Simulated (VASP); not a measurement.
Here is the system:

```xyz
3
Lattice="1.6357 0.9444 5.9043 -1.6357 0.9444 5.9043 0.0000 -1.8887 5.9043" Properties=species:S:1:pos:R:3 pbc="T T T"
Ta     0.0000     0.0000    14.7613
S      0.0000     0.0000     7.2972
S      0.0000     0.0000    10.4095
```

Computed with LDA (Ceperley-Alder, Perdew-Zunger), VASP's LDA PAW potentials (set 64) (plane waves; VASP 6.6.1). Settings: 400 eV cut-off, Gaussian smearing of 0.050 eV, potentials Ta_pv S.

Unless said otherwise, spin-orbit coupling is left out, though it shifts the bands of the heavy elements here.

Q: Estimate the band gap (along the path) with the smallest direct gap where there is one.

A: 
```json
{
  "band gap (along the path)": "none (metal, semimetal or under 0.01 eV)"
}
```

Only differences to runs with the same potentials and settings are physical.

The structure comes from a computed database's TaS2 entry (R3m); how it stands against other phases isn't given here. It was relaxed first, which changed the volume by -10 %. The electron count is odd and the run is not spin-polarised, which forces a metal.
